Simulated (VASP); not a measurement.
CdF4:

```
Cd F
1.0
    -2.05746    2.05746    3.89013
     2.05746   -2.05746    3.89013
     2.05746    2.05746   -3.89013
Cd F
1 4
Direct
  0.00000 0.00000 0.00000
  0.24500 0.24500 0.00000
  0.75500 0.75500 0.00000
  0.50000 0.00000 0.50000
  0.00000 0.50000 0.50000
```

The cell was built by a generator and needn't be a form met in nature.

- Program: VASP 6.6.1
- Task: relaxation of the atoms
- Functional: PBEsol
- Potentials or basis: VASP PAW PBE potentials, release 64 (Cd, F)
- Cutoff: 520 eV
- k mesh: 9 × 9 × 9
- Occupations: gaussian, width 0.05 eV
- Spin: no spin polarisation

At the start: pressure 6.2 GPa; volume 13.17 Å³/atom.

Question: Where does the relaxation end?

Answer: Over 3 steps the energy falls by 14.0 meV/atom; space group I4/mmm (No. 139, to 0.05 Å).

The path:
```
step  energy change (eV)  largest force (eV/Å)  pressure (GPa)
   1              0.0000                0.9944            6.23
   2             -0.0611                0.3153            4.02
   3             -0.0701                0.0024            2.91
```

Final structure:
```
Cd F
1.0
    -2.05746    2.05746    3.89013
     2.05746   -2.05746    3.89013
     2.05746    2.05746   -3.89013
Cd F
1 4
Direct
  0.00000 0.00000 0.00000
  0.25504 0.25504 0.00000
  0.74496 0.74496 0.00000
  0.50000 0.00000 0.50000
  0.00000 0.50000 0.50000
```

Caveat: the PAW data sets were made with another functional, which shifts forces and pressure a little.
